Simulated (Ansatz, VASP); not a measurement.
# SiC: VASP beside Ansatz, part 3 of 3

One calculation is typed for both programs; each brings its own data sets. How far apart do they land? The cell is taken from a series of runs on this material, whose earlier steps may have relaxed, scaled, displaced or heated it; both programs get it as it stands.

VASP 6.6.1 and Ansatz 0.2.0.

So far: Starting point; VASP: zone-centre phonons, PBE.

## (3) Ansatz: zone-centre phonons, PBE

Level of this step: Ansatz beside VASP: Kohn-Sham DFT, plane waves, PBE (Ansatz).

Ansatz runs on its PAW soft_1 files.

The same cell, functional and mesh now go to Ansatz, which takes its cutoff from its data sets.

File input.yaml:

```yaml
crystal:
  lattice:
    - [3.0312975786, 0.0, 0.0]
    - [-1.5156487893, 2.6251807095, 0.0]
    - [0.0, 0.0, 9.9201584141]
  atoms:
    - { symbol: C, position: [0.6666666667, 0.3333333333, 0.7498214421] }
    - { symbol: C, position: [0.3333333333, 0.6666666667, 0.2498214421] }
    - { symbol: C, position: [0.0, 0.0, 0.5004357028] }
    - { symbol: C, position: [0.0, 0.0, 0.0004357028] }
    - { symbol: Si, position: [0.6666666667, 0.3333333333, 0.9378044784] }
    - { symbol: Si, position: [0.3333333333, 0.6666666667, 0.4378044784] }
    - { symbol: Si, position: [0.0, 0.0, 0.6879373766] }
    - { symbol: Si, position: [0.0, 0.0, 0.1879373766] }
kpoints:
  mp_grid: { grid: [9, 9, 4] }
hamiltonian:
  xc: pbe
  pseudopotentials: { kind: paw, azcp: { folder: soft_1 } }
scf:
  occupations: { method: fixed }
output:
  eigenvalues: true
phonons:
  method: dfpt
  dielectric: true
  rigid_motions: translations
```

On the command line:

```console
> ansatz run input.yaml --threads 8 --pin off --max-ram 16384MiB --backend cpu --events-out ev --progress --plain --runs-dir out
```

Numbers of over 12 decimals in the logs are rounded to 6 here.

The program printed:

```text
Engine: ansatz 0.2.0, x86_64-unknown-linux-gnu
Pseudopotentials: kind: paw
Pseudopotential: C, paw, valence charge 4, recommended cutoff 420 eV (normal), soft_1/C.paw.azcp
Pseudopotential: Si, paw, valence charge 4, recommended cutoff 420 eV (normal), soft_1/Si.paw.azcp
Functional definition: PBE
  parameter kappa = 0.804
  parameter beta = 0.066725
  exchange = pbe_x(kappa = kappa, mu = beta*pi^2/3)
  correlation = pbe_c(beta = beta)
Crystal: 8 atoms, lattice volume = 78.942 Å³
Basis set: ecut = 420 eV, 1533 PW (Γ), exchange–correlation on 48×48×144 points (8 copies of the dense FFT grid, shifted against one another)
Bands: 24, of which v1, the nominal top of the filled ones, is band 16 counted from 1 (15 counted from 0)
Symmetry: 12 space group operations
k-points: 95 of 324 (irreducible under 2 space group operations, time reversal used)
Non-local potential: C, projectors of the file, l = 0: 2, l = 1: 2, l = 2: 1
Non-local potential: Si, projectors of the file, l = 0: 2, l = 1: 2, l = 2: 1
PAW form: soft (Blöchl's): semilocal exchange-correlation on the pseudo side does not see the compensation charge
PAW one-centre angular grid: C, 110 points (default); XC on 64 Gauss nodes
PAW one-centre angular grid: Si, 110 points (default); XC on 64 Gauss nodes
Initial density: superposition of atomic densities (chi_scale 0.1, normalization cell, long waves kept (reshape's long-wave potential 0.00 eV rms))
Initial wavefunctions: pseudopotential atomic-orbital guess
Functional: x = pbe(κ = 0.804, μ = 0.219515), c = pbe(β = 0.066725)
SCF iter   1: F=—  HF=-3554.969583 eV  |F-HF|=—  |Δ(HF+E_count)|=         —  Δρ=1.48e-1  dr2=2.06e1  ethr=3.10e-3  ⟨swp⟩=5.0  Hψ=10587  notcnv=0  defer=530
preconditioner: auto → none  [insulator: Δε(μ)=4.210 eV  Ē_g=13.213 eV  n_scr=6 (ndim 8)  ℏωp=23.6 eV  f_vac=0.000  ε∞_Penn≈4.2]
SCF iter   2: F=—  HF=-3548.706729 eV  |F-HF|=—  |Δ(HF+E_count)|=    6.26e0  Δρ=4.90e-2  dr2=1.10e0  ethr=3.10e-3  ⟨swp⟩=4.2  Hψ=6379  notcnv=0  defer=560
SCF iter   3: F=—  HF=-3548.442137 eV  |F-HF|=—  |Δ(HF+E_count)|=   2.65e-1  Δρ=1.98e-2  dr2=1.56e-1  ethr=3.10e-3  ⟨swp⟩=2.8  Hψ=4351  notcnv=0  defer=555
SCF iter   4: F=—  HF=-3548.433191 eV  |F-HF|=—  |Δ(HF+E_count)|=   8.95e-3  Δρ=1.74e-3  dr2=1.57e-3  ethr=4.88e-4  ⟨swp⟩=2.0  Hψ=2193  notcnv=0  defer=570
SCF iter   5: F=—  HF=-3548.433685 eV  |F-HF|=—  |Δ(HF+E_count)|=   4.93e-4  Δρ=3.32e-4  dr2=1.41e-4  ethr=4.90e-6  ⟨swp⟩=2.4  Hψ=3741  notcnv=0  defer=570
SCF iter   6: F=—  HF=-3548.433661 eV  |F-HF|=—  |Δ(HF+E_count)|=   2.34e-5  Δρ=1.69e-4  dr2=8.71e-6  ethr=4.41e-7  ⟨swp⟩=2.0  Hψ=3059  notcnv=0  defer=537
SCF iter   7: F=—  HF=-3548.433667 eV  |F-HF|=—  |Δ(HF+E_count)|=   5.48e-6  Δρ=4.24e-5  dr2=2.07e-6  ethr=2.72e-8  ⟨swp⟩=2.0  Hψ=3420  notcnv=0  defer=393
SCF iter   8: F=—  HF=-3548.433666 eV  |F-HF|=—  |Δ(HF+E_count)|=   8.74e-7  Δρ=1.75e-5  dr2=1.40e-7  ethr=6.48e-9  ⟨swp⟩=2.1  Hψ=3234  notcnv=0  defer=308
SCF iter   9: F=—  HF=-3548.433666 eV  |F-HF|=—  |Δ(HF+E_count)|=   3.99e-8  Δρ=1.90e-6  dr2=1.87e-9  ethr=4.38e-10  ⟨swp⟩=2.6  Hψ=3361  notcnv=0  defer=308
SCF iter  10: F=-3548.433666 eV  HF=-3548.433666 eV  |F-HF|=1.16e-10  |Δ(HF+E_count)|=   3.03e-9  Δρ=4.12e-7  dr2=6.34e-11  ethr=1.00e-12  ⟨swp⟩=15.4  Hψ=19996  notcnv=0
SCF 1 converged in 10 iterations: F = -3548.433666 eV  dr2 = 6.34e-11
  greatest PAW one-centre occupation: 0.653 electrons in one spin orbital (limit 2), on the C atom at site 1 (counted from 0), in its partial waves of l = 0
NSCF: frozen V_eff on 4 k-points
DFPT response loops at Γ: preconditioner auto → Resta (q_TF=auto, 2.347 Å⁻¹)  ε∞=5.0 (no band partly filled); β = 1.00, the filter's whole step (`scf.mixing.beta` (0.50) is not read by the response loops at its default; to damp them type it under 1.00, their step now; it binds the ground state too); Broyden in place of MSR1
── the response to a field inside a basis, on 10×10×4 k-points: an SCF that follows is theirs, and a resumed run solves both again ──
Bands: 17, of which v1, the nominal top of the filled ones, is band 16 counted from 1 (15 counted from 0)
k-points: 60 of 400 (irreducible under 4 space group operations, time reversal used)
Initial density: handed on by an earlier stage of this run
Initial wavefunctions: pseudopotential atomic-orbital guess (no wavefunctions were taken with the density)
Eigensolver: Dense (60 Hₖ)
SCF iter   1: F=—  HF=-3548.420907 eV  |F-HF|=—  |Δ(HF+E_count)|=         —  Δρ=1.20e-4  dr2=2.71e-6  ethr=1.00e-1
preconditioner: auto → none  [insulator: Δε(μ)=2.420 eV  Ē_g=10.025 eV  n_scr=6 (ndim 8)  ℏωp=23.6 eV  f_vac=0.000  ε∞_Penn≈6.6]
SCF iter   2: F=—  HF=-3548.420910 eV  |F-HF|=—  |Δ(HF+E_count)|=   3.11e-6  Δρ=6.01e-5  dr2=6.31e-7  ethr=8.48e-9
SCF iter   3: F=—  HF=-3548.420911 eV  |F-HF|=—  |Δ(HF+E_count)|=   1.16e-6  Δρ=8.48e-6  dr2=1.06e-7  ethr=1.97e-9
SCF iter   4: F=-3548.420911 eV  HF=-3548.420911 eV  |F-HF|=1.97e-9  |Δ(HF+E_count)|=   2.59e-8  Δρ=1.81e-6  dr2=3.67e-9  ethr=3.30e-10
SCF 1 converged in 4 iterations: F = -3548.420911 eV  dr2 = 3.67e-9
DFPT response loops at Γ: mixed as the last ones told, above
SCF converged after 10 iterations
Free energy (F): -3548.433666 eV
Harris-Foulkes:  -3548.433666 eV  (|F-HF|=1.16e-10)
Internal energy: -3548.433666 eV  (E = F + TS)
E sigma→0 (E₀):  -3548.433666 eV
Fermi energy:    10.158192 eV
--- Per-component energies (eV) ---
  E_band       = 130.145701
  E_kinetic    = 543.808155
  E_local      = -371.229626  (includes V_loc(G=0)·N_el)
  E_nonlocal   = 182.680608
  E_hartree    = 126.285111
  E_xc         = -426.177957
  E_vxc        = -439.323668  (∫ρ·V_xc dr)
  E_paw        = -2447.392375  (= ΣΔE_a)
  E_vpaw       = -38.360238  (= ΣTr[D̂ρ^β])
  E_aug_tail   = 0.000206  (compensation charges beyond the density's cutoff)
  E_ewald      = -1156.407787
  E_smearing   = -0.000000  (= −TS)
  E_closure    = 0.000000  (closes the sum)
  Σ components = -3548.433666   (vs F -3548.433666, Δ=0.00e0)
--- Band table (eV; the first three rows and the last of 95) ---
  k-point 0: bands = [... 12 lower, 9.5688, 10.1079, 10.1582, 10.1582, 15.6465, 16.2203, 16.8843, 16.9594, ... 4 higher]
  k-point 1: bands = [... 12 lower, 9.7401, 9.7401, 10.1020, 10.1020, 15.7005, 16.0750, 17.0655, 17.2125, ... 4 higher]
  k-point 2: bands = [... 12 lower, 9.9496, 9.9496, 9.9496, 9.9496, 15.8545, 15.8545, 17.3415, 17.3415, ... 4 higher]
  k-point 94: bands = [... 12 lower, 6.8502, 6.8502, 8.7422, 8.7422, 14.5228, 14.5228, 15.8555, 15.8555, ... 4 higher]
--- Phonons (Γ-DFPT): 8 representative perturbations + reference, on 95 of 324 k-points (Σ response iterations 25) ---
  k mesh reduced under 2 symmetry operations, with k and −k counted as one. Each operation leaves every solved perturbation unchanged. A smaller set is not considered because the run solves the response to a homogeneous field
  ASR residual: 1.235e-4 → 0.000e0 eV/Å²; symmetrization residual: 3.391e-5 eV/Å²
  ASR residual per site (eV/Å²): 1.24e-4 1.24e-4 2.07e-5 2.07e-5 1.39e-5 1.39e-5 3.12e-5 3.12e-5
  Γ frequencies (cm⁻¹): 0.00 0.00 0.00 189.80 189.80 198.68 198.68 254.83 254.83 415.71 424.29 626.37 810.79 810.79 816.35 816.35 817.48 824.42 824.42 833.13 833.13 875.27 948.88 957.32
  ε∞ (high-frequency dielectric tensor):
        6.872062     0.000000     0.000000
        0.000000     6.872062    -0.000000
        0.000000    -0.000000     7.178676
  ε⁰ (static dielectric tensor: ions relaxed, cell fixed):
       10.050238     0.000000     0.000000
        0.000000    10.050238    -0.000000
        0.000000    -0.000000    10.732785
  ε⁰ − ε∞ (ionic part):
        3.178175     0.000000     0.000000
        0.000000     3.178175    -0.000000
        0.000000    -0.000000     3.554109
  softest optical mode at Γ: 189.80 cm⁻¹; the repairs (sum rule, projections) moved no ω² at Γ by more than (4.61 cm⁻¹)²
  Born effective charges Z* (e; rows j = field, columns β = displacement):
    site 0:
        -2.74818    0.00000   -0.00000
        -0.00000   -2.74818    0.00000
        -0.00000   -0.00000   -2.79287
    site 1:
        -2.74818   -0.00000   -0.00000
        -0.00000   -2.74818   -0.00000
        -0.00000    0.00000   -2.79287
    site 2:
        -2.70788   -0.00000   -0.00000
         0.00000   -2.70788    0.00000
        -0.00000    0.00000   -2.86290
    site 3:
        -2.70788    0.00000   -0.00000
        -0.00000   -2.70788    0.00000
        -0.00000    0.00000   -2.86290
    site 4:
         2.72408   -0.00000    0.00000
         0.00000    2.72408   -0.00000
         0.00000    0.00000    2.68005
    site 5:
[...]
site 6:
[...]
site 7:
[...]
Z* charge neutrality: 8.509e-3 e pre-enforcement
  solved inside a basis spanned on kpoints, on 10×10×4 k-points, its susceptibility summed on 14×14×4: ε∞ is read to err by 2.5e-2, Z* by 1.6e-2 e (field_mesh: kpoints solves on kpoints); Z* is corrected for what the basis lacks
  optical modes at Γ without the LO–TO term, one row a degenerate level:
      ω (cm⁻¹)  modes    IR ((D/Å)²/amu)
[...]
optical modes at Γ + LO–TO along q̂ = [1.0000, 0.0000, 0.0000]:
      ω (cm⁻¹)  modes    IR ((D/Å)²/amu)
[...]
optical modes at Γ + LO–TO along q̂ = [0.0000, 1.0000, 0.0000]:
      ω (cm⁻¹)  modes    IR ((D/Å)²/amu)
[...]
optical modes at Γ + LO–TO along q̂ = [0.0000, 0.0000, 1.0000]:
      ω (cm⁻¹)  modes    IR ((D/Å)²/amu)
[...]
810.79      2             0.0048
        816.35      2             0.0000
        824.42      2             0.0000
        833.13      2           163.2654
        875.05      1             0.0419
        948.88      1             0.0000
        957.32      1             0.0000
        999.38      1            87.7169
```

## (4) Side by side

Known differences besides the potentials themselves: fixed occupations in Ansatz, narrow Gaussian smearing in VASP; VASP's response is taken on the typed mesh, Ansatz refines its own for the field response alone; the cutoff is 420 eV in Ansatz and 600 eV in VASP. Total energies have different zeros and are not compared.

Both answers:

```
                                     quantity  Ansatz   VASP  difference
                                        ε∞ xx    6.87   6.93     -0.80 %
                                        ε∞ yy    6.87   6.93     -0.80 %
                                        ε∞ zz    7.18   7.18     -0.05 %
 Born charge of C1 (mean of the diagonal) (e)   -2.76  -2.74       -0.02
Born charge of Si5 (mean of the diagonal) (e)    2.71   2.69       +0.02
                   optical mode 1 to 2 (cm⁻¹)   189.8  190.0     -0.08 %
                   optical mode 3 to 4 (cm⁻¹)   198.7  198.9     -0.12 %
                   optical mode 5 to 6 (cm⁻¹)   254.8  255.4     -0.22 %
                        optical mode 7 (cm⁻¹)   415.7  416.0     -0.07 %
                        optical mode 8 (cm⁻¹)   424.3  425.0     -0.16 %
                        optical mode 9 (cm⁻¹)   626.4  625.4     +0.15 %
                 optical mode 10 to 11 (cm⁻¹)   810.8  810.4     +0.05 %
                 optical mode 12 to 13 (cm⁻¹)   816.4  815.7     +0.08 %
                       optical mode 14 (cm⁻¹)   817.5  817.0     +0.06 %
                 optical mode 15 to 16 (cm⁻¹)   824.4  823.7     +0.08 %
                 optical mode 17 to 18 (cm⁻¹)   833.1  832.9     +0.02 %
                       optical mode 19 (cm⁻¹)   875.3  874.7     +0.07 %
                       optical mode 20 (cm⁻¹)   948.9  947.8     +0.11 %
                       optical mode 21 (cm⁻¹)   957.3  956.1     +0.13 %
```

Modes are paired by rising frequency, not by their patterns, so a pair may set unlike modes beside each other; they are those without the splitting of longitudinal modes.

## (5) Summary of results

| Item | Value |
| --- | --- |
| r.m.s. difference of the optical zone-centre modes, each program's sorted by frequency (zone-centre phonons, PBE) | 0.60 cm⁻¹ |
| difference in ε∞ xx (zone-centre phonons, PBE) | -0.8 % |

The r.m.s. difference of the optical zone-centre modes, each program's sorted by frequency is 0.60 cm⁻¹ (zone-centre phonons, PBE). Among the rows given in per cent, the largest difference of the zone-centre phonons, PBE pair is in ε∞ xx, -0.8 %. How closely two codes agree says nothing of how well the functional describes the real material.

[Lines on the potential files, build, host, timing and source positions are cut from VASP's logs without a mark.]

[Logs are printed without paths, hosts, clocks, repeated set-up lines and the standing remarks that a program may print on its own settings, such as how far it seeks lower states.]

[Hosts, paths, dates, database ids (printed as entryN), source tags and the programs' standing remarks are cut or masked in the printed files.]
